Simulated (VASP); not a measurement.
Consider the following.

```
WSi2
1.0
   -1.64799     1.64799     3.99739
    1.64799    -1.64799     3.99739
    1.64799     1.64799    -3.99739
Si W
2 1
Direct
  0.66447   0.66447   0.00000
  0.33553   0.33553   0.00000
  0.00000   0.00000   0.00000
```

The numbers are results of vdW-DF2, VASP's PBE PAW potentials (set 64) (plane waves; VASP 6.6.1), not measurements. Settings: 520 eV cut-off, Gaussian smearing of 0.050 eV, potentials Si W_sv.

Unless said otherwise, spin-orbit coupling is left out, though it shifts the bands of the heavy elements here.

Problem. What does the run give for the band gap (along the path) with the smallest direct gap where there is one?

Solution. 
```json
{
  "band gap (along the path)": "none (metal, semimetal or under 0.01 eV)"
}
```

The absolute energy has meaning only against runs of the same code, potentials and settings.

The compound is WSi2 in the MoSi2 type structure. It was relaxed first, which changed the volume by +8 %.
